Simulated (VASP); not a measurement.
Here is the system:

```
Ni3Si
1.0
    3.50847     0.00000     0.00000
    0.00000     3.50847     0.00000
    0.00000     0.00000     3.50847
Si Ni
1 3
Direct
  0.00000   0.00000   0.00000
  0.00000   0.50000   0.50000
  0.50000   0.00000   0.50000
  0.50000   0.50000   0.00000
```

Level of theory: optB88-vdW, VASP's PBE PAW potentials (set 64) (plane waves; VASP). Settings: 520 eV cut-off, 8×8×8 Γ-centred mesh, first-order Methfessel-Paxton smearing of 0.10 eV, potentials Si Ni.

Problem. What does the run give for the energy per atom (σ→0), band gap (on the k-mesh) with the smallest direct gap where there is one?

Solution. 
* **band gap (on the k-mesh)**: none (metal, semimetal or under 0.01 eV)
* **energy per atom (σ→0)**: -3.436 eV/atom

The absolute energy has meaning only against runs of the same code, potentials and settings.

The compound is Ni3Si in the L1_2 structure. It was relaxed first. The start is the result of an earlier pass. The run is not spin-polarised, so no magnetic state was tried.
